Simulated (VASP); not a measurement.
Energy against volume of P (black). Calculation: PBE GGA with D4 dispersion, VASP's PBE PAW potentials (set 64) (plane waves; VASP). Settings: 520 eV cut-off, 10×10×7 Γ-centred mesh, first-order Methfessel-Paxton smearing of 0.10 eV, potentials P.

Shape and ions are relaxed at each volume.

```tsv
V (Å³/atom)	E (eV/atom)
17.119	-5.76070
17.648	-5.76269
18.178	-5.76188
18.707	-5.75874
```

Fit these four points and predict the energy of the run at 16.590 Å³/atom.

A cubic in V^(−2/3), the third-order Birch-Murnaghan form, passes through the four points with V0 = 17.75 Å³/atom and B0 = 27 GPa, and gives -5.7553 eV/atom there. The run gave -5.7555 eV/atom, -0.2 meV/atom from the fit; all five points give B0 = 27 GPa.

The compound is P in the black structure. It was relaxed first, which changed the volume by -7 %.
